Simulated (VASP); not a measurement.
Input:

```xyz
3
Lattice="1.5450 -2.6760 0.0000 1.5450 2.6760 0.0000 0.0000 0.0000 3.5200" Properties=species:S:1:pos:R:3 pbc="T T T"
Mg     0.0000     0.0000     0.0000
B      1.5450     0.8920     1.7600
B      1.5450    -0.8920     1.7600
```

All values below come from PBE GGA, VASP's PBE PAW potentials (set 64) (plane waves; VASP 6.6.1). Settings: 520 eV cut-off, 10×10×8 Γ-centred mesh, first-order Methfessel-Paxton smearing of 0.10 eV, potentials Mg B.

Task: Give the stress tensor in GPa (positive for a compressed cell).

Result: 
```
-1.68   0.00   0.00
 0.00  -1.68   0.00
 0.00   0.00  -1.41
```
The pressure is its mean diagonal, -1.59 GPa.

The compound is MgB2 in the AlB2 type structure. The cell was not relaxed at this level.
